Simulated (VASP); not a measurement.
Input:

```
GeSe2
1.0
    5.13085     0.00000     0.00000
    0.00000     6.97273     0.00000
    0.00000     0.00000     3.92749
Ge Se
2 4
Direct
  0.00000   0.00000   0.00000
  0.50000   0.50000   0.50000
  0.15994   0.36994   0.00000
  0.65994   0.13006   0.50000
  0.34006   0.86994   0.50000
  0.84006   0.63006   0.00000
```

All values below come from PBEsol GGA, VASP's PBE PAW potentials (set 64) (plane waves; VASP 6.6.1). Run with 400 eV cut-off, Gaussian smearing of 0.050 eV, potentials Ge_d Se.

Q: Give the energies of bands 17 to 30 at the high-symmetry points, in eV from the Fermi level.

A: 
| band | Γ | X | S | Y | Z | U | R | T |
|---|---|---|---|---|---|---|---|---|
| 17 | -5.01 | -4.34 | -5.45 | -5.27 | -4.84 | -5.96 | -5.80 | -5.03 |
| 18 | -4.83 | -4.34 | -5.45 | -5.27 | -4.84 | -5.96 | -5.80 | -5.03 |
| 19 | -4.63 | -2.93 | -2.79 | -3.29 | -4.50 | -4.62 | -4.40 | -4.24 |
| 20 | -3.85 | -2.93 | -2.79 | -3.29 | -4.50 | -4.62 | -4.40 | -4.24 |
| 21 | -2.93 | -2.68 | -2.39 | -3.06 | -3.33 | -4.61 | -4.07 | -3.68 |
| 22 | -2.28 | -2.68 | -2.39 | -3.06 | -3.33 | -4.61 | -4.07 | -3.68 |
| 23 | -1.20 | -1.59 | -2.02 | -2.05 | -2.97 | -0.92 | -2.23 | -2.97 |
| 24 | -1.12 | -1.59 | -2.02 | -2.05 | -2.97 | -0.92 | -2.23 | -2.97 |
| 25 | -0.34 | -1.14 | -1.56 | -0.54 | -1.32 | 0.03 | -1.34 | -2.05 |
| 26 | 0.06 | -1.14 | -1.56 | -0.54 | -1.32 | 0.03 | -1.34 | -2.05 |
| 27 | 0.73 | -0.07 | 1.24 | 1.73 | -0.18 | 0.25 | 2.07 | 1.07 |
| 28 | 1.03 | -0.07 | 1.24 | 1.73 | -0.18 | 0.25 | 2.07 | 1.07 |
| 29 | 1.53 | 2.78 | 1.62 | 2.58 | 2.87 | 2.77 | 3.20 | 1.82 |
| 30 | 2.11 | 2.79 | 1.62 | 2.58 | 2.87 | 2.77 | 3.20 | 1.82 |

It has no gap at this level: it comes out as a metal or semimetal.

The structure was generated: GeSe2 was put into the marcasite type (Pnnm), which need not be its known phase. It was relaxed first, which changed the volume by +26 %.
